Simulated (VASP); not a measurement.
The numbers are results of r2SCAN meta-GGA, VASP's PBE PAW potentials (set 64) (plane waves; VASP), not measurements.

VASP input:

**POSCAR**
```
Pt3Ti
1
    3.8984522796    -0.0000000000    -0.0000000000
    0.0000000000     3.8984522796    -0.0000000000
    0.0000000000     0.0000000000     3.8984522796
Ti Pt
1 3
Direct
  0.0000000000   0.0000000000   0.0000000000
  0.0000000000   0.5000000000   0.5000000000
  0.5000000000   0.0000000000   0.5000000000
  0.5000000000   0.5000000000   0.0000000000
```

KPOINTS:
```
Automatic mesh
0
Gamma
7 7 7
0 0 0
```

**INCAR**
```
ALGO=Normal
EDIFF=1E-6
EDIFFG=-0.02
ENCUT=480
IBRION=2
ISIF=3
ISMEAR=1
LASPH=T
LCHARG=F
LMAXMIX=6
LMIXTAU=T
LREAL=F
LWAVE=F
METAGGA=R2SCAN
NELM=100
NSW=60
PREC=Accurate
SIGMA=0.1
SYSTEM=Pt3Ti
```

POTCAR, in this order: Ti_sv Pt (PBE.64 set). Program: vasp_std.

Output of the run:

### OUTCAR
```
 ion  position               nearest neighbor table
   1  0.000  0.000  0.000-   2 2.76   3 2.76   4 2.76   2 2.76   3 2.76   2 2.76   4 2.76   2 2.76
                             3 2.76   4 2.76   3 2.76   4 2.76
   2  0.000  0.500  0.500-   1 2.76   3 2.76   4 2.76   1 2.76   4 2.76   1 2.76   3 2.76   1 2.76
                             3 2.76   4 2.76   4 2.76   3 2.76
   3  0.500  0.000  0.500-   1 2.76   2 2.76   4 2.76   1 2.76   4 2.76   2 2.76   4 2.76   4 2.76
                             1 2.76   2 2.76   1 2.76   2 2.76
   4  0.500  0.500  0.000-   1 2.76   2 2.76   3 2.76   2 2.76   3 2.76   1 2.76   3 2.76   3 2.76
                             1 2.76   2 2.76   2 2.76   1 2.76
  LATTYP: Found a simple cubic cell.
 ALAT       =     3.8984522796
 Subroutine PRICEL returns:
 Original cell was already a primitive cell.
 Subroutine GETGRP returns: Found 48 space group operations
The static configuration has the point symmetry O_h .
The dynamic configuration has the point symmetry O_h .
 Subroutine INISYM returns: Found 48 space group operations
 Subroutine IBZKPT returns following result:
 Found     20 irreducible k-points:

 Following reciprocal coordinates:
            Coordinates               Weight
  0.000000  0.000000  0.000000      1.000000
  0.142857  0.000000  0.000000      6.000000
  0.285714  0.000000  0.000000      6.000000
  0.428571  0.000000  0.000000      6.000000
  0.142857  0.142857  0.000000     12.000000
  0.285714  0.142857  0.000000     24.000000
  0.428571  0.142857  0.000000     24.000000
  0.285714  0.285714  0.000000     12.000000
  0.428571  0.285714  0.000000     24.000000
  0.428571  0.428571  0.000000     12.000000
  0.142857  0.142857  0.142857      8.000000
  0.285714  0.142857  0.142857     24.000000
  0.428571  0.142857  0.142857     24.000000
  0.285714  0.285714  0.142857     24.000000
  0.428571  0.285714  0.142857     48.000000
  0.428571  0.428571  0.142857     24.000000
  0.285714  0.285714  0.285714      8.000000
  0.428571  0.285714  0.285714     24.000000
  0.428571  0.428571  0.285714     24.000000
  0.428571  0.428571  0.428571      8.000000
   k-points           NKPTS =     20   k-points in BZ     NKDIM =     20   number of bands    NBANDS=     25
   number of dos      NEDOS =    301   number of ions     NIONS =      4
   total plane-waves  NPLWV =  21952
   dimension x,y,z NGX =    28 NGY =   28 NGZ =   28
   dimension x,y,z NGXF=    56 NGYF=   56 NGZF=   56
   ions per type =               1   3
   PREC   = accura    normal or accurate (medium, high low for compatibility)
   ISTART =      0    job   : 0-new  1-cont  2-samecut
   ICHARG =      2    charge: 1-file 2-atom 10-const
   ISPIN  =      1    spin polarized calculation?
   LNONCOLLINEAR =      F non collinear calculations
   LSORBIT =      F    spin-orbit coupling
   INIWAV =      1    electr: 0-lowe 1-rand  2-diag
   ENCUT  =  480.0 eV  35.28 Ry    5.94 a.u.   6.96  6.96  6.96*2*pi/ulx,y,z
   NELM   =    100;   NELMIN=  2; NELMDL= -5     # of ELM steps
   EDIFF  = 0.1E-05   stopping-criterion for ELM
   LREAL  =      F    real-space projection
   NLSPLINE    = F    spline interpolate recip. space projectors
   LMAXMIX     =    6 max onsite mixed and CHGCAR
   VOSKOWN=      0    Vosko Wilk Nusair interpolation
   EDIFFG = -.2E-01   stopping-criterion for IOM
   NSW    =     60    number of steps for IOM
   NBLOCK =      1;   KBLOCK =     60    inner block; outer block
   IBRION =      2    ionic relax: 0-MD 1-quasi-New 2-CG
   NFREE  =      1    steps in history (QN), initial steepest desc. (CG)
   ISIF   =      3    stress and relaxation
   ISYM   =      2    0-nonsym 1-usesym 2-fastsym
   TEIN   =    0.0    initial temperature
   TEBEG  =    0.0;   TEEND  =   0.0 temperature during run
   SMASS  =  -3.00    Nose mass-parameter (am)
   PSTRESS=    0.0 pullay stress
   NELECT =      42.0000    total number of electrons
   EFERMI =   0.00;   METHOD = LEGACY
...
```

File OSZICAR:
```
       N       E                     dE             d eps       ncg     rms          rms(c)
DAV:   1     0.232126518646E+03    0.23213E+03   -0.20842E+04  1000   0.176E+03
DAV:   2    -0.150900124904E+03   -0.38303E+03   -0.37601E+03  1074   0.451E+02
DAV:   3    -0.185080228958E+03   -0.34180E+02   -0.33062E+02  1482   0.113E+02
DAV:   4    -0.186085642747E+03   -0.10054E+01   -0.99918E+00  1197   0.214E+01
DAV:   5    -0.186120021899E+03   -0.34379E-01   -0.34344E-01  1416   0.384E+00    0.239E+01
DAV:   6    -0.171455678752E+03    0.14664E+02   -0.21129E+01  1388   0.454E+01    0.986E+00
DAV:   7    -0.171729126491E+03   -0.27345E+00   -0.15338E+01  1377   0.266E+01    0.946E+00
DAV:   8    -0.170804417738E+03    0.92471E+00   -0.29116E+00  1335   0.102E+01    0.377E+00
DAV:   9    -0.171218565964E+03   -0.41415E+00   -0.25373E+00  1378   0.108E+01    0.350E+00
DAV:  10    -0.171111156688E+03    0.10741E+00   -0.17185E+00  1358   0.102E+01    0.926E-01
DAV:  11    -0.171115255861E+03   -0.40992E-02   -0.79887E-02  1501   0.180E+00    0.230E-01
DAV:  12    -0.171113349138E+03    0.19067E-02   -0.34503E-03  1211   0.406E-01    0.201E-01
DAV:  13    -0.171113148366E+03    0.20077E-03   -0.27180E-03  1241   0.390E-01    0.158E-01
DAV:  14    -0.171116106344E+03   -0.29580E-02   -0.33619E-03  1086   0.372E-01    0.374E-02
DAV:  15    -0.171116017716E+03    0.88629E-04   -0.12976E-04  1222   0.103E-01    0.264E-02
DAV:  16    -0.171116136721E+03   -0.11901E-03   -0.38299E-04  1193   0.137E-01    0.362E-02
DAV:  17    -0.171116123194E+03    0.13527E-04   -0.47461E-05  1190   0.552E-02    0.236E-02
DAV:  18    -0.171116141033E+03   -0.17840E-04   -0.96315E-06  1362   0.193E-02    0.143E-02
DAV:  19    -0.171116172807E+03   -0.31774E-04   -0.39861E-05  1214   0.434E-02    0.636E-03
DAV:  20    -0.171116172834E+03   -0.27108E-07   -0.28367E-06   851   0.140E-02
   1 F= -.17111617E+03 E0= -.17111592E+03  d E =-.171116E+03
       N       E                     dE             d eps       ncg     rms          rms(c)
DAV:   1    -0.173112371789E+03   -0.19962E+01   -0.54673E+01  1088   0.710E+01    0.101E+01
DAV:   2    -0.171070157427E+03    0.20422E+01   -0.83548E+00  1066   0.223E+01    0.553E+00
DAV:   3    -0.171289806796E+03   -0.21965E+00   -0.47137E+00  1440   0.130E+01    0.390E+00
DAV:   4    -0.170977241859E+03    0.31256E+00   -0.13390E+00  1367   0.682E+00    0.190E+00
DAV:   5    -0.171000519436E+03   -0.23278E-01   -0.10664E-01  1422   0.192E+00    0.989E-01
DAV:   6    -0.171004918934E+03   -0.43995E-02   -0.94300E-02  1426   0.166E+00    0.268E-01
DAV:   7    -0.171008527537E+03   -0.36086E-02   -0.14439E-02  1089   0.934E-01    0.310E-01
DAV:   8    -0.171009564299E+03   -0.10368E-02   -0.32637E-03  1218   0.435E-01    0.200E-01
DAV:   9    -0.171009472206E+03    0.92093E-04   -0.61572E-04  1086   0.219E-01    0.106E-01
DAV:  10    -0.171009440803E+03    0.31403E-04   -0.86687E-04  1407   0.157E-01    0.125E-02
DAV:  11    -0.171009462355E+03   -0.21552E-04   -0.28294E-05  1089   0.491E-02    0.486E-03
DAV:  12    -0.171009462020E+03    0.33540E-06   -0.11563E-05  1260   0.288E-02    0.415E-03
DAV:  13    -0.171009462831E+03   -0.81058E-06   -0.42809E-06   935   0.203E-02
   2 F= -.17100946E+03 E0= -.17100989E+03  d E =0.106710E+00
       N       E                     dE             d eps       ncg     rms          rms(c)
DAV:   1    -0.172224542932E+03   -0.12151E+01   -0.27770E+01  1064   0.489E+01    0.765E+00
DAV:   2    -0.171253417847E+03    0.97113E+00   -0.47127E+00  1138   0.153E+01    0.388E+00
DAV:   3    -0.171321086510E+03   -0.67669E-01   -0.32243E+00  1437   0.104E+01    0.381E+00
DAV:   4    -0.171122566112E+03    0.19852E+00   -0.15547E+00  1392   0.694E+00    0.116E+00
DAV:   5    -0.171127570004E+03   -0.50039E-02   -0.36107E-02  1264   0.177E+00    0.607E-01
DAV:   6    -0.171132093441E+03   -0.45234E-02   -0.50713E-02  1471   0.113E+00    0.372E-01
DAV:   7    -0.171135633557E+03   -0.35401E-02   -0.87292E-03  1141   0.704E-01    0.271E-01
DAV:   8    -0.171135600780E+03    0.32777E-04   -0.14735E-03  1342   0.270E-01    0.144E-01
DAV:   9    -0.171136180162E+03   -0.57938E-03   -0.70523E-04  1014   0.255E-01    0.618E-02
DAV:  10    -0.171136192076E+03   -0.11914E-04   -0.92518E-05  1357   0.660E-02    0.344E-02
DAV:  11    -0.171136199266E+03   -0.71898E-05   -0.20204E-05  1309   0.443E-02    0.165E-02
DAV:  12    -0.171136204640E+03   -0.53738E-05   -0.33266E-05  1399   0.368E-02    0.638E-03
DAV:  13    -0.171136207223E+03   -0.25837E-05   -0.34964E-06   924   0.169E-02    0.234E-03
DAV:  14    -0.171136207510E+03   -0.28642E-06   -0.46603E-07   507   0.501E-03
   3 F= -.17113621E+03 E0= -.17113618E+03  d E =-.200347E-01
```

**OUTCAR**
```
------------------------ aborting loop because EDIFF is reached ----------------------------------------
  FORCE on cell =-STRESS in cart. coord.  units (eV):
  Direction    XX          YY          ZZ          XY          YZ          ZX
  --------------------------------------------------------------------------------------
  Total       -0.0317861     -0.0317861     -0.0317861     -0.0000000      0.0000000     -0.0000000
  in kB       -0.8421236     -0.8421236     -0.8421236     -0.0000000      0.0000000     -0.0000000
  external PRESSURE =      -0.8421236 kB  Pullay stress =       0.0000000 kB
  volume of cell :       60.47
      direct lattice vectors                 reciprocal lattice vectors
     3.925158512 -0.000000000  0.000000000     0.254766781  0.000000000 -0.000000000
    -0.000000000  3.925158512 -0.000000000     0.000000000  0.254766781  0.000000000
     0.000000000 -0.000000000  3.925158512    -0.000000000  0.000000000  0.254766781
 POSITION                                       TOTAL-FORCE (eV/Angst)
 -----------------------------------------------------------------------------------
      0.00000      0.00000      0.00000         0.000000      0.000000      0.000000
      0.00000      1.96258      1.96258        -0.000000     -0.000000      0.000000
      1.96258     -0.00000      1.96258         0.000000     -0.000000      0.000000
      1.96258      1.96258     -0.00000         0.000000      0.000000      0.000000
 -----------------------------------------------------------------------------------
    total drift:                                0.000000      0.000000      0.000000
  FREE ENERGIE OF THE ION-ELECTRON SYSTEM (eV)
  ---------------------------------------------------
  free  energy   TOTEN  =      -171.1362075097 eV

  energy  without entropy=     -171.1361112162  energy(sigma->0) =     -171.13617541

 reached required accuracy - stopping structural energy minimisation
```
(Selected blocks of OUTCAR.)

### CONTCAR
```
Pt3Ti
   1.00000000000000
     3.9251585115913459   -0.0000000000000000    0.0000000000000000
    -0.0000000000000000    3.9251585115913459   -0.0000000000000000
     0.0000000000000000   -0.0000000000000000    3.9251585115913459
  Ti              Pt
     1     3
Direct
     0.0000000000000000    0.0000000000000000    0.0000000000000000
     0.0000000000000000    0.5000000000000000    0.5000000000000000
     0.5000000000000000    0.0000000000000000    0.5000000000000000
     0.5000000000000000    0.5000000000000000    0.0000000000000000
```

Energy and stress use the plane-wave basis of the starting cell.

The compound is Pt3Ti in the L1_2 structure. This run relaxes it. Symmetry was kept, so distortions that lower it aren't found. The start is the result of an earlier pass.
